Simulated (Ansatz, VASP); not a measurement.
This is a calculation of TiOs3 for Ansatz 0.2.0.

input.yaml

```yaml
crystal:
  lattice:
    - [3.835190613, 0.0, 0.0]
    - [0.0, 3.835190613, 0.0]
    - [0.0, 0.0, 3.835190613]
  atoms:
    - { symbol: Os, position: [0.0, 0.5, 0.5] }
    - { symbol: Os, position: [0.5, 0.0, 0.5] }
    - { symbol: Os, position: [0.5, 0.5, 0.0] }
    - { symbol: Ti, position: [0.0, 0.0, 0.0] }
hamiltonian:
  xc: pbe
  pseudopotentials: { kind: paw }
kpoints:
  mp_grid: { grid: [7, 7, 7] }
scf:
  occupations: { method: fermi_dirac, width: 0.05 }
output:
  forces: true
  stress: true
  eigenvalues: true
```

Potentials or basis: Ansatz PAW.

Launch:

```bash
$ ansatz run input.yaml --threads 2 --pin off --max-ram 5120MiB --backend cpu --events-out ev --progress --plain --runs-dir out
```

Task: Translate it to VASP 6.6.1. Potentials there: VASP PAW PBE potentials, release 64 (Os, Ti_sv).

Result: As run (the cutoff follows the program's own potentials):

INCAR

```
PREC = Accurate
ENCUT = 520
EDIFF = 1E-7
ISMEAR = -1
SIGMA = 0.05
LREAL = False
LASPH = True
NELM = 100
ALGO = Normal
ISIF = 2
LWAVE = False
LCHARG = False
GGA = PE
NBANDS = 26
```

The input KPOINTS:

```
regular mesh
0
Gamma
  7 7 7
```

Contents of POSCAR:

```
TiOs3
1.0
    3.8351906130      0.0000000000      0.0000000000
    0.0000000000      3.8351906130      0.0000000000
    0.0000000000      0.0000000000      3.8351906130
Os Ti
3 1
Direct
    0.0000000000      0.5000000000      0.5000000000
    0.5000000000      0.0000000000      0.5000000000
    0.5000000000      0.5000000000      0.0000000000
    0.0000000000      0.0000000000      0.0000000000
```

Potentials or basis: VASP PAW PBE potentials, release 64 (Os, Ti_sv).

The run is started by

```sh
$ cat potpaw_PBE.64/Os/POTCAR potpaw_PBE.64/Ti_sv/POTCAR > POTCAR
$ mpirun -np 1 vasp_std > vasp.out
```

Both were run:

|  | VASP | Ansatz | Ansatz less VASP |
| --- | --- | --- | --- |
| gap on the k mesh at the Fermi level (eV) | none | none | - |
| pressure (GPa) | 12.3 | 12.2 | -0.03 |

A gap of «none» marks a metal or a gap that the smearing closes. The two sets of potentials don't hold the same shells in valence.

The runs have no spin-orbit coupling, so splittings on Os are missing.
